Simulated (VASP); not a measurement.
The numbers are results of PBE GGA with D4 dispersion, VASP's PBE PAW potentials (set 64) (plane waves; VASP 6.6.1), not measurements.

The input files of a VASP run:

INCAR:
```
# general
SYSTEM   =  HgTe
PREC     =  Accurate
ENCUT    =  520
LREAL    =  .FALSE.
LASPH    =  .TRUE.

# electronic loop
EDIFF    =  1E-7
NELM     =  100
ALGO     =  Normal
LMAXMIX  =  6

# smearing
ISMEAR   =  -5

# functional
GGA      =  PE
IVDW     =  13

# ions
ISIF     =  2

# output
LWAVE    =  .FALSE.
LCHARG   =  .TRUE.
LORBIT   =  11
NEDOS    =  601
```

POSCAR:
```
HgTe
1
    0.0000000000     3.2735676523     3.2735676523
    3.2735676523     0.0000000000     3.2735676523
    3.2735676523     3.2735676523     0.0000000000
Hg Te
1 1
Direct
  0.0000000000   0.0000000000   0.0000000000
  0.2500000000   0.2500000000   0.2500000000
```

KPOINTS:
```
Automatic mesh
0
Gamma
11 11 11
0 0 0
```

POTCAR, in this order: Hg Te (PBE.64 set). Program: vasp_std.

Output

File OSZICAR:
```
       N       E                     dE             d eps       ncg     rms          rms(c)
DAV:   1     0.109050921314E+03    0.10905E+03   -0.80539E+03  1456   0.119E+03
DAV:   2     0.733757167411E+00   -0.10832E+03   -0.10348E+03  1591   0.267E+02
DAV:   3    -0.379172983126E+01   -0.45255E+01   -0.45048E+01  1771   0.566E+01
DAV:   4    -0.383778606471E+01   -0.46056E-01   -0.46049E-01  1969   0.523E+00
DAV:   5    -0.383796897346E+01   -0.18291E-03   -0.18291E-03  1791   0.298E-01    0.731E+00
DAV:   6    -0.363828397608E+01    0.19968E+00   -0.49155E-01  1661   0.102E+01    0.582E+00
DAV:   7    -0.363214745965E+01    0.61365E-02   -0.10712E-01  1626   0.256E+00    0.217E+00
DAV:   8    -0.363144930704E+01    0.69815E-03   -0.10882E-02  1546   0.140E+00    0.582E-01
DAV:   9    -0.363148531954E+01   -0.36013E-04   -0.83201E-04  1731   0.362E-01    0.131E-01
DAV:  10    -0.363151559034E+01   -0.30271E-04   -0.95342E-05  1644   0.977E-02    0.532E-02
DAV:  11    -0.363153102985E+01   -0.15440E-04   -0.38806E-05  1571   0.544E-02    0.352E-02
DAV:  12    -0.363152924146E+01    0.17884E-05   -0.48936E-06  1701   0.210E-02    0.185E-02
DAV:  13    -0.363152917324E+01    0.68212E-07   -0.46382E-07  1646   0.427E-03
   1 F= -.43646659E+01 E0= -.43646659E+01  d E =0.000000E+00
```

### OUTCAR
```
------------------------ aborting loop because EDIFF is reached ----------------------------------------
  Edisp (eV):   -0.73314
  FORCE on cell =-STRESS in cart. coord.  units (eV):
  Direction    XX          YY          ZZ          XY          YZ          ZX
  --------------------------------------------------------------------------------------
  Total      -0.01565    -0.01565    -0.01565     0.00000     0.00000    -0.00000
  in kB      -0.35744    -0.35744    -0.35744     0.00000     0.00000    -0.00000
  external pressure =       -0.36 kB  Pullay stress =        0.00 kB
  volume of cell :       70.16
      direct lattice vectors                 reciprocal lattice vectors
     0.000000000  3.273567652  3.273567652    -0.152738557  0.152738557  0.152738557
     3.273567652  0.000000000  3.273567652     0.152738557 -0.152738557  0.152738557
     3.273567652  3.273567652  0.000000000     0.152738557  0.152738557 -0.152738557
 POSITION                                       TOTAL-FORCE (eV/Angst)
 -----------------------------------------------------------------------------------
      0.00000      0.00000      0.00000        -0.000000     -0.000000      0.000000
      1.63678      1.63678      1.63678         0.000000      0.000000     -0.000000
 -----------------------------------------------------------------------------------
    total drift:                               -0.000000     -0.000000     -0.000000
  FREE ENERGIE OF THE ION-ELECTRON SYSTEM (eV)
  ---------------------------------------------------
  free  energy   TOTEN  =        -4.3646659460 eV

  energy  without entropy=       -4.3646659460  energy(sigma->0) =       -4.36466595

 total charge

# of ion       s       p       d       tot
------------------------------------------
    1        0.746   0.391   9.359  10.496
    2        1.371   1.962   0.029   3.363
--------------------------------------------------
tot          2.117   2.354   9.388  13.859
```
(Selected blocks of OUTCAR.)

For a metal the tetrahedron method with Blöchl corrections gives inexact stress and forces.

The compound is HgTe in the zinc blende structure. It was relaxed first.
